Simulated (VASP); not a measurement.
Consider the following.

```xyz
1
Lattice="-1.3723 1.3723 1.3723 1.3723 -1.3723 1.3723 1.3723 1.3723 -1.3723" Properties=species:S:1:pos:R:3 pbc="T T T"
Fe     0.0000     0.0000     0.0000
```
Starting moments (μB, in the order of the record's atoms Fe): 2.1.

Calculation: TPSS meta-GGA, VASP's PBE PAW potentials (set 64) (plane waves; VASP 6.6.1). Settings: 520 eV cut-off, 18×18×18 Γ-centred mesh, first-order Methfessel-Paxton smearing of 0.10 eV, potentials Fe.

Problem. Give the stress tensor in GPa (positive for a compressed cell).

Solution. 
```
16.06   0.00   0.00
 0.00  16.06   0.00
 0.00   0.00  16.06
```
The pressure is its mean diagonal, 16.06 GPa.

The compound is Fe in the bcc structure. This cell is one point of a volume scan, at 0.94 of the reference volume.
